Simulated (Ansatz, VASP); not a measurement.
## Ga12Ge13O44 (amorphous 32Ga2O3-68GeO2 (mol %)): VASP beside Ansatz

Wanted: the spread between two codes on one cell, functional and k mesh. The cell is taken from a series of runs on this material, whose earlier steps may have relaxed, scaled, displaced or heated it; both programs get it as it stands.

Program: Ansatz 0.2.0. Level of theory: plane waves, with VASP 6.6.1 beside it; single point at PBE. Results are calculated unless marked as measured.

**1. The starting structure**

The cell holds 69 atoms: 12 Ga, 13 Ge and 44 O. Cell: a = 10.144 Å, b = 10.144 Å, c = 10.144 Å, α = 90.0°, β = 90.0°, γ = 90.0°. As first built, before any earlier steps moved the atoms (in the runner's words): 69 atoms (12 Fe, 13 Ge, 44 O) placed at random at 3.75 g/cm^3, melted at 5000 K for 10 ps at fixed volume with the Morse and Coulomb pair potential with partial charges (Pedone, Malavasi, Menziani, Cormack and Segre, J. Phys. Chem. B 110, 11780 (2006)). Quenched from 5000 K to 300 K at 20 K/ps and fixed volume, held 5 ps, then minimised at fixed cell. Then Fe was replaced by Ga and the cell scaled by 1.006 (the potential has no terms for the new elements, so the cell is a start for a DFT relaxation).

**2. VASP: single point, PBE, pair 1**

With cell and atoms fixed, the geometry can't cause a difference; cores, projectors, grids and the points listed under the comparison can.

Lines of VASP's logs that name or quote its potential files are left out, and so is its time.

INCAR

```
SYSTEM = Ga12Ge13O44
PREC = Accurate
ENCUT = 520
EDIFF = 1E-06
NELM = 120
ISMEAR = -1
SIGMA = 0.05
LREAL = Auto
ALGO = Normal
GGA = PE
NBANDS = 352
LORBIT = 11
LWAVE = .FALSE.
LCHARG = .FALSE.
ISIF = 2
LASPH = .TRUE.
GGA_COMPAT = .FALSE.
EFERMI = MIDGAP
NCORE = 2
```

POSCAR

```
Ga12Ge13O44
1.0
   10.1438000000      0.0000000000      0.0000000000
    0.0000000000     10.1438000000      0.0000000000
    0.0000000000      0.0000000000     10.1438000000
Ga Ge O
12 13 44
Direct
    0.3729100000      0.1142500000      0.3685000000
    0.4385400000      0.6171300000      0.2933900000
    0.6287400000      0.9340300000      0.3998600000
    0.4722900000      0.7781000000      0.6034800000
    0.8180900000      0.9466400000      0.6437400000
    0.6768200000      0.6642900000      0.4663600000
    0.6632000000      0.4065200000      0.9753600000
    0.6904500000      0.5749100000      0.7460400000
    0.8086300000      0.2420800000      0.7949600000
    0.1263200000      0.0583100000      0.2014300000
    0.5912400000      0.3616600000      0.2596600000
    0.6348200000      0.1144200000      0.0928100000
    0.9066500000      0.7447600000      0.2670600000
    0.5639800000      0.1509000000      0.6410600000
    0.3693200000      0.9969700000      0.8349700000
    0.0375700000      0.0313300000      0.8639800000
    0.7990700000      0.8279900000      0.9667600000
    0.8465500000      0.1798400000      0.3704100000
    0.4812900000      0.4222300000      0.5233800000
    0.3628400000      0.4496700000      0.8150100000
    0.4212800000      0.9026400000      0.1463800000
    0.9230400000      0.4885900000      0.4842800000
    0.1226000000      0.8992200000      0.4806400000
    0.3405300000      0.3245100000      0.1108100000
    0.2230400000      0.5985000000      0.5808200000
    0.3441000000      0.5438100000      0.4681800000
    0.5871700000      0.5060900000      0.3933400000
    0.2239800000      0.0321800000      0.4533800000
    0.3844400000      0.4641100000      0.1974100000
    0.0339000000      0.8347700000      0.3420100000
    0.9147700000      0.5897600000      0.3428200000
    0.8040300000      0.5731000000      0.5748900000
    0.7752600000      0.0501800000      0.4560800000
    0.9854700000      0.1212100000      0.3012000000
    0.5012000000      0.7694000000      0.4170100000
    0.4563600000      0.2881700000      0.3979900000
    0.7807300000      0.4248900000      0.8168900000
    0.3763800000      0.3767500000      0.6580200000
    0.7172100000      0.2100400000      0.2598400000
    0.8897400000      0.7649700000      0.1002400000
    0.2757900000      0.5828500000      0.7437900000
    0.0760600000      0.5237800000      0.5490100000
    0.5017200000      0.2602200000      0.1054500000
    0.9934000000      0.9175000000      0.5887000000
    0.8785800000      0.3276500000      0.4527100000
    0.4556600000      0.1284600000      0.7695300000
    0.5185200000      0.0060400000      0.2494200000
    0.7266200000      0.7131400000      0.8655700000
    0.4541200000      0.7411300000      0.1568000000
    0.7126200000      0.0967800000      0.7071500000
    0.2705300000      0.9349000000      0.2139800000
    0.2001600000      0.0013300000      0.8201100000
    0.5431400000      0.5947800000      0.6232600000
    0.7011900000      0.9453100000      0.0426600000
    0.7186200000      0.2230800000      0.9615300000
    0.5237500000      0.4739200000      0.8684700000
    0.6774900000      0.4728900000      0.1396100000
    0.7544100000      0.7908800000      0.3376900000
    0.5082200000      0.0480900000      0.5150900000
    0.0533100000      0.0525600000      0.0310100000
    0.2643800000      0.2042600000      0.2042400000
    0.2236600000      0.7664000000      0.5380000000
    0.4272200000      0.8667200000      0.7468500000
    0.2987500000      0.3666200000      0.9512600000
    0.4173000000      0.9844800000      0.9981000000
    0.9023200000      0.9164500000      0.8529900000
    0.6767400000      0.8272400000      0.5894500000
    0.6083600000      0.3117200000      0.5993900000
    0.9717100000      0.1640000000      0.7833600000
```

KPOINTS

```
Automatic mesh
0
Gamma
1 1 1
0 0 0
```

Potentials, in the order of the species: Ga_d, Ge_d and O (PBE family, release 64).

Run with:

```
> mpirun -np 8 vasp_gam
```

Numbers of over 12 decimals in the logs are rounded to 6 here.

The program printed:

```text
[banner, memory and clock lines left out]
running    8 mpi-ranks, on    1 nodes
[...]
LDA part: xc-table for (Slater+PW92), standard interpolation
 POSCAR, INCAR and KPOINTS ok, starting setup
[...]
entering main loop
       N       E                     dE             d eps       ncg     rms          rms(c)
DAV:   1     0.178635736230E+05    0.17864E+05   -0.21637E+05   880   0.413E+03
DAV:   2     0.465353022506E+04   -0.13210E+05   -0.12162E+05   704   0.124E+03
DAV:   3     0.328837706554E+03   -0.43247E+04   -0.40778E+04   880   0.412E+02
DAV:   4    -0.412504698695E+03   -0.74134E+03   -0.72176E+03   832   0.186E+02
[...]
DAV:  19    -0.414177898114E+03    0.85641E-06   -0.23249E-05   856   0.269E-02    0.783E-03
DAV:  20    -0.414177897545E+03    0.56881E-06   -0.17934E-05   952   0.181E-02    0.411E-03
DAV:  21    -0.414177897662E+03   -0.11659E-06   -0.51607E-06   616   0.106E-02
   1 F= -.41417790E+03 E0= -.41417789E+03  d E =-.182772E-04
```

From OUTCAR (step 2):

```text
  Total        3.3681318     -9.4815876      0.0606487     -3.2589739      0.7953460     -4.9168849
  in kB        5.1700843    -14.5542426      0.0930958     -5.0025269      1.2208566     -7.5474212
  external PRESSURE =      -3.0970208 kB  Pullay stress =       0.0000000 kB

 POSITION                                       TOTAL-FORCE (eV/Angst)
 -----------------------------------------------------------------------------------
      3.78272      1.15893      3.73799         0.096940      0.282901      0.322933
      4.44846      6.26004      2.97609        -0.633641     -0.067034     -0.327063
      6.37781      9.47461      4.05610         0.527958      0.289466      0.472592
      4.79082      7.89289      6.12158         0.399652      0.397462      0.423130
      8.29854      9.60253      6.52997         0.355189      0.078880     -0.871533
      6.86553      6.73842      4.73066         0.684021      0.560185      0.065443
      6.72737      4.12366      9.89386        -0.110412     -0.685045      0.455803
      7.00379      5.83177      7.56768        -0.002619     -0.303277      0.446279
      8.20258      2.45561      8.06392        -0.153681     -0.750171      1.132521
      1.28136      0.59148      2.04327        -0.183616      0.263266     -1.390926
      5.99742      3.66861      2.63394         0.110711     -0.437393     -0.989755
      6.43949      1.16065      0.94145         0.965381      0.183325     -0.491656
      9.19688      7.55470      2.70900         0.149478      0.367703      1.153113
      5.72090      1.53070      6.50278        -0.673722      0.516578     -0.764465
[...]
-----------------------------------------------------------------------------------
    total drift:                               -0.024809      0.011270     -0.007211

  FREE ENERGIE OF THE ION-ELECTRON SYSTEM (eV)
  ---------------------------------------------------
  free  energy   TOTEN  =      -414.1778976618 eV

  energy  without entropy=     -414.1778793846  energy(sigma->0) =     -414.17788852

[... 3 further parts left out ...]
[key lines of the parts left out:]
E-fermi :   1.6787
```

The run ends at a pressure of -0.31 GPa, with forces up to 2.6 eV/Å.

**3. Ansatz: single point, PBE, pair 1**

Ansatz runs on its PAW soft_1 files.

The same cell, functional, mesh and smearing now go to Ansatz, which takes its cutoff from its data sets.

input.yaml

```yaml
crystal:
  lattice:
    - [10.1438, 0.0, 0.0]
    - [0.0, 10.1438, 0.0]
    - [0.0, 0.0, 10.1438]
  atoms:
    - { symbol: Ga, position: [0.37291, 0.11425, 0.3685] }
    - { symbol: Ga, position: [0.43854, 0.61713, 0.29339] }
    - { symbol: Ga, position: [0.62874, 0.93403, 0.39986] }
    - { symbol: Ga, position: [0.47229, 0.7781, 0.60348] }
    - { symbol: Ga, position: [0.81809, 0.94664, 0.64374] }
    - { symbol: Ga, position: [0.67682, 0.66429, 0.46636] }
    - { symbol: Ga, position: [0.6632, 0.40652, 0.97536] }
    - { symbol: Ga, position: [0.69045, 0.57491, 0.74604] }
    - { symbol: Ga, position: [0.80863, 0.24208, 0.79496] }
    - { symbol: Ga, position: [0.12632, 0.05831, 0.20143] }
    - { symbol: Ga, position: [0.59124, 0.36166, 0.25966] }
    - { symbol: Ga, position: [0.63482, 0.11442, 0.09281] }
    - { symbol: Ge, position: [0.90665, 0.74476, 0.26706] }
    - { symbol: Ge, position: [0.56398, 0.1509, 0.64106] }
    - { symbol: Ge, position: [0.36932, 0.99697, 0.83497] }
    - { symbol: Ge, position: [0.03757, 0.03133, 0.86398] }
    - { symbol: Ge, position: [0.79907, 0.82799, 0.96676] }
    - { symbol: Ge, position: [0.84655, 0.17984, 0.37041] }
    - { symbol: Ge, position: [0.48129, 0.42223, 0.52338] }
    - { symbol: Ge, position: [0.36284, 0.44967, 0.81501] }
    - { symbol: Ge, position: [0.42128, 0.90264, 0.14638] }
    - { symbol: Ge, position: [0.92304, 0.48859, 0.48428] }
    - { symbol: Ge, position: [0.1226, 0.89922, 0.48064] }
    - { symbol: Ge, position: [0.34053, 0.32451, 0.11081] }
    - { symbol: Ge, position: [0.22304, 0.5985, 0.58082] }
    - { symbol: O, position: [0.3441, 0.54381, 0.46818] }
    - { symbol: O, position: [0.58717, 0.50609, 0.39334] }
    - { symbol: O, position: [0.22398, 0.03218, 0.45338] }
    - { symbol: O, position: [0.38444, 0.46411, 0.19741] }
    - { symbol: O, position: [0.0339, 0.83477, 0.34201] }
    - { symbol: O, position: [0.91477, 0.58976, 0.34282] }
    - { symbol: O, position: [0.80403, 0.5731, 0.57489] }
    - { symbol: O, position: [0.77526, 0.05018, 0.45608] }
    - { symbol: O, position: [0.98547, 0.12121, 0.3012] }
    - { symbol: O, position: [0.5012, 0.7694, 0.41701] }
    - { symbol: O, position: [0.45636, 0.28817, 0.39799] }
    - { symbol: O, position: [0.78073, 0.42489, 0.81689] }
    - { symbol: O, position: [0.37638, 0.37675, 0.65802] }
    - { symbol: O, position: [0.71721, 0.21004, 0.25984] }
    - { symbol: O, position: [0.88974, 0.76497, 0.10024] }
    - { symbol: O, position: [0.27579, 0.58285, 0.74379] }
    - { symbol: O, position: [0.07606, 0.52378, 0.54901] }
    - { symbol: O, position: [0.50172, 0.26022, 0.10545] }
    - { symbol: O, position: [0.9934, 0.9175, 0.5887] }
    - { symbol: O, position: [0.87858, 0.32765, 0.45271] }
    - { symbol: O, position: [0.45566, 0.12846, 0.76953] }
    - { symbol: O, position: [0.51852, 0.00604, 0.24942] }
    - { symbol: O, position: [0.72662, 0.71314, 0.86557] }
    - { symbol: O, position: [0.45412, 0.74113, 0.1568] }
    - { symbol: O, position: [0.71262, 0.09678, 0.70715] }
    - { symbol: O, position: [0.27053, 0.9349, 0.21398] }
    - { symbol: O, position: [0.20016, 0.00133, 0.82011] }
    - { symbol: O, position: [0.54314, 0.59478, 0.62326] }
    - { symbol: O, position: [0.70119, 0.94531, 0.04266] }
    - { symbol: O, position: [0.71862, 0.22308, 0.96153] }
    - { symbol: O, position: [0.52375, 0.47392, 0.86847] }
    - { symbol: O, position: [0.67749, 0.47289, 0.13961] }
    - { symbol: O, position: [0.75441, 0.79088, 0.33769] }
    - { symbol: O, position: [0.50822, 0.04809, 0.51509] }
    - { symbol: O, position: [0.05331, 0.05256, 0.03101] }
    - { symbol: O, position: [0.26438, 0.20426, 0.20424] }
    - { symbol: O, position: [0.22366, 0.7664, 0.538] }
    - { symbol: O, position: [0.42722, 0.86672, 0.74685] }
    - { symbol: O, position: [0.29875, 0.36662, 0.95126] }
    - { symbol: O, position: [0.4173, 0.98448, 0.9981] }
    - { symbol: O, position: [0.90232, 0.91645, 0.85299] }
    - { symbol: O, position: [0.67674, 0.82724, 0.58945] }
    - { symbol: O, position: [0.60836, 0.31172, 0.59939] }
    - { symbol: O, position: [0.97171, 0.164, 0.78336] }
kpoints:
  mp_grid: { grid: [1, 1, 1] }
hamiltonian:
  xc: pbe
  pseudopotentials: { kind: paw, azcp: { folder: soft_1 } }
scf:
  occupations: { method: fermi_dirac, width: 0.05 }
output:
  forces: true
```

Run with:

```
> ansatz run input.yaml --threads 4 --pin off --max-ram 8192MiB --backend cpu --events-out ev --progress --plain --runs-dir out
```

The program printed:

```text
Engine: ansatz 0.2.0, aarch64-unknown-linux-gnu
Pseudopotentials: kind: paw
Pseudopotential: Ga, paw, valence charge 13, recommended cutoff 420 eV (normal), soft_1/Ga.paw.azcp
Pseudopotential: Ge, paw, valence charge 14, recommended cutoff 420 eV (normal), soft_1/Ge.paw.azcp
Pseudopotential: O, paw, valence charge 6, recommended cutoff 420 eV (normal), soft_1/O.paw.azcp
Functional definition: PBE
  parameter kappa = 0.804
  parameter beta = 0.066725
  exchange = pbe_x(kappa = kappa, mu = beta*pi^2/3)
  correlation = pbe_c(beta = beta)
Crystal: 69 atoms, lattice volume = 1043.763 Å³
Basis set: ecut = 420 eV, 20341 PW (Γ), exchange–correlation on 144×144×144 points (8 copies of the dense FFT grid, shifted against one another)
Bands: 370, of which v1, the nominal top of the filled ones, is band 301 counted from 1 (300 counted from 0)
Symmetry: 1 space group operations
Space group: P1 (ITA 1), of the structure as read, at distance tolerance 1.0e-4 Å
k-points: 1
Non-local potential: Ga, projectors of the file, l = 0: 2, l = 1: 2, l = 2: 3, l = 3: 1
Non-local potential: Ge, projectors of the file, l = 0: 2, l = 1: 2, l = 2: 3, l = 3: 1
Non-local potential: O, projectors of the file, l = 0: 2, l = 1: 2, l = 2: 1
PAW form: soft (Blöchl's): semilocal exchange-correlation on the pseudo side does not see the compensation charge
PAW one-centre angular grid: Ga, 590 points (default); XC on 64 Gauss nodes
PAW one-centre angular grid: Ge, 590 points (default); XC on 64 Gauss nodes
PAW one-centre angular grid: O, 110 points (default); XC on 64 Gauss nodes
Initial density: superposition of atomic densities (chi_scale 0.1, normalization cell, long waves kept (reshape's long-wave potential 0.55 eV rms))
Initial wavefunctions: pseudopotential atomic-orbital guess
Functional: x = pbe(κ = 0.804, μ = 0.219515), c = pbe(β = 0.066725)
SCF iter   1: F=—  HF=-126212.473342 eV  |F-HF|=—  |Δ(HF+E_count)|=         —  Δρ=1.01e-1  dr2=6.88e1  ethr=3.10e-3  ⟨swp⟩=5.0  Hψ=1441  notcnv=0  defer=33
preconditioner: auto → Resta (q_TF=auto, 2.489 Å⁻¹)  ε∞=3.0  [insulator: Δε(μ)=1.738 eV  Ē_g=20.116 eV  σ=0.050 eV  W_gap=1.00  n_scr=256 (ndim 8)  ℏωp=28.2 eV  f_vac=0.198  D(μ)=0.00/eV (n_scr^D=0)  ε∞_Penn≈3.0]
SCF iter   2: F=—  HF=-126194.447865 eV  |F-HF|=—  |Δ(HF+E_count)|=    1.80e1  Δρ=4.37e-2  dr2=1.07e1  ethr=3.10e-3  ⟨swp⟩=2.0  Hψ=662  notcnv=0  defer=59
SCF iter   3: F=—  HF=-126191.450622 eV  |F-HF|=—  |Δ(HF+E_count)|=    3.00e0  Δρ=1.52e-2  dr2=2.23e0  ethr=1.77e-3  ⟨swp⟩=4.0  Hψ=433  notcnv=0  defer=38
automatic band count: iteration 3 solves 349 bands in place of 370: the levels show a gap, and the empty bands left out lie too high to hold charge; the band table lists the bands solved (type scf.n_extra_bands for more)
SCF iter   4: F=—  HF=-126191.029821 eV  |F-HF|=—  |Δ(HF+E_count)|=   4.21e-1  Δρ=4.62e-3  dr2=2.05e-1  ethr=3.70e-4  ⟨swp⟩=2.0  Hψ=604  notcnv=0  defer=42
SCF iter   5: F=—  HF=-126191.073721 eV  |F-HF|=—  |Δ(HF+E_count)|=   4.39e-2  Δρ=2.76e-3  dr2=7.27e-2  ethr=3.41e-5  ⟨swp⟩=2.0  Hψ=548  notcnv=0  defer=42
SCF iter   6: F=—  HF=-126191.095587 eV  |F-HF|=—  |Δ(HF+E_count)|=   2.19e-2  Δρ=1.26e-3  dr2=1.75e-2  ethr=1.21e-5  ⟨swp⟩=2.0  Hψ=697  notcnv=0  defer=42
SCF iter   7: F=—  HF=-126191.093521 eV  |F-HF|=—  |Δ(HF+E_count)|=   2.07e-3  Δρ=2.78e-4  dr2=1.97e-3  ethr=2.90e-6  ⟨swp⟩=2.0  Hψ=608  notcnv=0  defer=42
SCF iter   8: F=—  HF=-126191.094285 eV  |F-HF|=—  |Δ(HF+E_count)|=   7.64e-4  Δρ=2.91e-4  dr2=9.01e-4  ethr=3.27e-7  ⟨swp⟩=2.0  Hψ=608  notcnv=0  defer=42
SCF iter   9: F=—  HF=-126191.094090 eV  |F-HF|=—  |Δ(HF+E_count)|=   1.95e-4  Δρ=6.95e-5  dr2=8.13e-5  ethr=1.50e-7  ⟨swp⟩=2.0  Hψ=509  notcnv=0  defer=42
SCF iter  10: F=—  HF=-126191.095115 eV  |F-HF|=—  |Δ(HF+E_count)|=   1.03e-3  Δρ=3.96e-5  dr2=1.91e-5  ethr=1.35e-8  ⟨swp⟩=2.0  Hψ=501  notcnv=0  defer=42
SCF iter  11: F=—  HF=-126191.095102 eV  |F-HF|=—  |Δ(HF+E_count)|=   1.31e-5  Δρ=2.56e-5  dr2=6.62e-6  ethr=3.18e-9  ⟨swp⟩=2.0  Hψ=607  notcnv=0  defer=42
SCF iter  12: F=—  HF=-126191.095099 eV  |F-HF|=—  |Δ(HF+E_count)|=   3.02e-6  Δρ=7.89e-6  dr2=9.28e-7  ethr=1.10e-9  ⟨swp⟩=2.0  Hψ=542  notcnv=0  defer=42
SCF iter  13: F=—  HF=-126191.095098 eV  |F-HF|=—  |Δ(HF+E_count)|=   6.81e-7  Δρ=6.67e-6  dr2=4.45e-7  ethr=1.54e-10  ⟨swp⟩=2.0  Hψ=537  notcnv=0  defer=42
SCF iter  14: F=-126191.095098 eV  HF=-126191.095098 eV  |F-HF|=1.50e-8  |Δ(HF+E_count)|=   1.90e-7  Δρ=1.83e-6  dr2=4.06e-8  ethr=1.66e-11  ⟨swp⟩=3.0  Hψ=1221  notcnv=0
SCF 1 converged in 14 iterations: F = -126191.095098 eV  dr2 = 4.06e-8
  greatest PAW one-centre occupation: 0.999 electrons in one spin orbital (limit 2), on the Ge atom at site 18 (counted from 0), in its partial waves of l = 2
SCF converged after 14 iterations
Free energy (F): -126191.095098 eV
Harris-Foulkes:  -126191.095098 eV  (|F-HF|=1.50e-8)
Internal energy: -126191.095084 eV  (E = F + TS)
E sigma→0 (E₀):  -126191.095091 eV
Entropy (-TS):   -0.000014 eV (-0.000 meV/atom)
Fermi energy:    4.532901 eV
--- Per-component energies (eV) ---
  E_band       = -4925.879412
  E_kinetic    = 9943.293381
  E_local      = -93949.524203  (includes V_loc(G=0)·N_el)
  E_nonlocal   = 4215.234048
  E_hartree    = 45656.819163
  E_xc         = -4769.720280
  E_vxc        = -5452.962673  (∫ρ·V_xc dr)
  E_paw        = -57478.468478  (= ΣΔE_a)
  E_vpaw       = -10995.583445  (= ΣTr[D̂ρ^β])
  E_aug_tail   = 0.031914  (compensation charges beyond the density's cutoff)
  E_ewald      = -29808.760629
  E_smearing   = -0.000014  (= −TS)
  E_closure    = -0.000000  (closes the sum)
  Σ components = -126191.095098   (vs F -126191.095098, Δ=0.00e0)
--- Forces (eV/Å), atoms counted from 1 ---
  atom   1  Ga     0.11538342     0.28858948     0.32821654
  atom   2  Ga    -0.60779837    -0.06693192    -0.30650763
  atom   3  Ga     0.51644855     0.28867324     0.48155842
  atom   4  Ga     0.45400037     0.36241078     0.37040332
  atom   5  Ga     0.33688262     0.08197312    -0.89522250
  atom   6  Ga     0.65721463     0.57144919     0.08055908
  atom   7  Ga    -0.10111739    -0.69348454     0.43638071
  atom   8  Ga    -0.00421508    -0.32066385     0.42987459
  atom   9  Ga    -0.17629140    -0.75382739     1.15391588
  atom  10  Ga    -0.15570168     0.27338021    -1.40839712
  atom  11  Ga     0.11341849    -0.42708346    -0.99984411
  atom  12  Ga     0.97739575     0.19863467    -0.49682685
  atom  13  Ge     0.14082039     0.37985614     1.17766437
  atom  14  Ge    -0.66748531     0.53326444    -0.81213646
  atom  15  Ge    -0.43039142    -0.27165598    -0.58365121
  atom  16  Ge     0.41545080     0.17160145     1.84556057
  atom  17  Ge    -0.37110216     0.57415893     0.41843007
  atom  18  Ge     0.25668342    -0.27975307    -0.87260018
  atom  19  Ge    -0.58030355    -0.58937445     1.04267763
  atom  20  Ge     1.02359925    -0.40110500    -0.81305523
  atom  21  Ge    -1.19175335    -0.34446274    -0.11963902
  atom  22  Ge     0.40382798     0.70972611    -1.13400018
  atom  23  Ge    -0.97671263    -0.65945615    -0.31608743
  atom  24  Ge     0.54028039     0.44204910     0.21214483
[...]
atom  62  O      0.85335378     0.25230732     0.38759617
  atom  63  O      0.47304241    -1.93393846    -0.70860862
  atom  64  O     -1.90252297    -0.36668725    -0.81077031
  atom  65  O      0.86428803     0.87032001    -0.41290347
  atom  66  O     -0.22005493    -0.52801959    -1.75001980
  atom  67  O      0.25018855     0.50880656    -0.25121780
  atom  68  O      1.00686979     0.63131509     0.02397081
  atom  69  O     -0.50945913     1.53180752    -1.10980929
  max |Σ_I F_I| component: 3.10e-5 eV/Å
```

Reading the cycles: dr2 is the Hartree energy of the density residual (eV), the measure of convergence; HF is the Harris–Foulkes estimate of the energy, which meets the free energy F at convergence.

[end of part 1 of 3]

[Lines on the potential files, build, host, timing and source positions are cut from VASP's logs without a mark.]

[Logs are printed without paths, hosts, clocks, repeated set-up lines and the standing remarks that a program may print on its own settings, such as how far it seeks lower states.]

[Hosts, paths, dates, database ids (printed as entryN), source tags and the programs' standing remarks are cut or masked in the printed files.]
